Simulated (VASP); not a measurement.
Calculation: PBEsol GGA, VASP's PBE PAW potentials (set 64) (plane waves; VASP 6.6.1).

Input for VASP

File POSCAR:
```
C
1
    0.0000000000     1.7835000000     1.7835000000
    1.7835000000     0.0000000000     1.7835000000
    1.7835000000     1.7835000000     0.0000000000
C
2
Direct
  0.5000000000   0.5000000000   0.5000000000
  0.7500000000   0.7500000000   0.7500000000
```

### KPOINTS
```
K-points
0
G
  11 11 11
```

INCAR:
```
SYSTEM = C
PREC = Accurate; ENCUT = 530; LREAL = .FALSE.
LASPH = .TRUE.
EDIFF = 1E-6; NELM = 100; ALGO = Normal
ISMEAR = 0; SIGMA = 0.05
GGA = PS
IBRION = 2; NSW = 60; ISIF = 3
EDIFFG = -0.01
LWAVE = .FALSE.; LCHARG = .FALSE.
```

POTCAR, in this order: C (PBE.64 set). Program: vasp_std.

Q: Predict the energy per atom (σ→0), volume per atom.

A: 
```
Property                       Result
---------------------  --------------
energy per atom (σ→0)  -9.625 eV/atom
volume per atom          5.62 Å³/atom
```

**OSZICAR**
```
...
DAV:   5    -0.192481435600E+02    0.30820E-06   -0.16367E-07   592   0.655E-03
   2 F= -.19248144E+02 E0= -.19248144E+02  d E =0.768215E-03
       N       E                     dE             d eps       ncg     rms          rms(c)
DAV:   1    -0.192507631140E+02   -0.26192E-02   -0.38975E-02  1064   0.206E+00    0.179E-01
DAV:   2    -0.192503237588E+02    0.43936E-03   -0.37697E-04  1000   0.186E-01    0.913E-02
DAV:   3    -0.192501524445E+02    0.17131E-03   -0.36863E-04   976   0.152E-01    0.150E-02
DAV:   4    -0.192501514896E+02    0.95489E-06   -0.70966E-07   864   0.115E-02
   3 F= -.19250151E+02 E0= -.19250151E+02  d E =-.123971E-02
```

The compound is C in the diamond structure. This run relaxes it. Symmetry was kept, so distortions that lower it aren't found.
